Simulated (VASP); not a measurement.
## CoPdO2: single point with LDA+U

The system is CoPdO2.

```
CELL_PARAMETERS angstrom
1.42250 0.82128 5.96000
-1.42250 0.82128 5.96000
0.00000 -1.64256 5.96000
ATOMIC_POSITIONS crystal
Co 0.50000 0.50000 0.50000
Pd 0.00000 0.00000 0.00000
O 0.11215 0.11215 0.11215
O 0.88785 0.88785 0.88785
```

```json
{
 "Program": "VASP 6.6.1",
 "Task": "single point",
 "Functional": "LDA",
 "Potentials or basis": "VASP PAW LDA potentials, release 64 (Co, Pd, O)",
 "Cutoff": "520 eV",
 "k mesh": "8 × 8 × 8",
 "Occupations": "gaussian, width 0.05 eV",
 "Spin": "collinear spin, twin_end start",
 "Starting moments": "[0.01, 0.05, 0.0, 0.0] μB",
 "Hubbard terms": "Co d U = 1.0 eV, Pd d U = 1.0 eV",
 "Dipole correction": "no",
 "Further INCAR settings": "ALGO = Normal; EDIFF = 1e-07; NBANDS = 28"
}
```

| Item | Value |
| --- | --- |
| Pressure | -16.2 GPa |
| Largest force | 0.310 eV/Å |
| Band gap on the k mesh | none (metal or under the smearing width) |
| Net moment | 0.09 μB per cell |
| Site moments | Co +0.01; Pd +0.07; O +0.00 μB |
| Valence electrons inside the program's atomic spheres | Co 8.43; Pd 9.43; O 4.96 |

Forces in eV/Å, atoms in the order of the input:
```
Co   0.000  0.000  0.000
Pd   0.000  0.000  0.000
O    0.000  0.000  0.310
O    0.000  0.000 -0.310
```

Stress tensor (GPa, compression positive):
```
-14.25   0.00   0.00
  0.00 -14.25   0.00
  0.00   0.00 -20.17
```

Levels at points of the mesh, in eV from the Fermi level:
Spin up:
| k point | band 14 | band 15 | band 16 | band 17 | band 18 | band 19 |
| --- | --- | --- | --- | --- | --- | --- |
| (0.00, 0.00, 0.00) | -1.38 | -1.38 | -0.98 | 2.27 | 2.27 | 3.17 |
| (0.50, 0.00, 0.00) | -0.70 | -0.25 | 1.01 | 1.54 | 1.86 | 3.77 |
| (0.50, 0.50, 0.00) | -0.74 | -0.25 | 0.36 | 2.17 | 2.28 | 3.80 |
| (0.50, 0.50, 0.50) | -0.63 | -0.63 | -0.49 | 1.98 | 1.98 | 4.34 |
Spin down:
```csv
k point,band 12,band 13,band 14,band 15,band 16,band 17,band 18,band 19,band 20,band 21
"(0.00, 0.00, 0.00)",-1.65,-1.65,-1.36,-1.36,-0.96,2.28,2.28,3.21,6.65,9.48
"(0.50, 0.00, 0.00)",-1.20,-0.97,-0.68,-0.19,1.08,1.55,1.87,3.80,8.50,10.85
"(0.50, 0.50, 0.00)",-1.50,-0.96,-0.72,-0.19,0.40,2.18,2.32,3.83,9.24,9.89
"(0.50, 0.50, 0.50)",-1.53,-1.53,-0.61,-0.61,-0.47,1.99,1.99,4.38,5.53,9.45
```

Eigenvalues of the final occupation matrices:
```tsv
site	spin	trace	eigenvalues
site 1 d	1	3.70	0.44 0.44 0.93 0.93 0.95
site 1 d	2	3.69	0.44 0.44 0.94 0.94 0.94
site 2 d	1	4.31	0.65 0.90 0.90 0.93 0.93
site 2 d	2	4.25	0.62 0.89 0.89 0.93 0.93
```

Run time: 27 min on 1 thread of AMD EPYC 7R43 64-Core Processor (Zen 3), with other jobs on the host, peak memory 0.32 GiB.

The state reached can hang on the start; a lower one may exist.
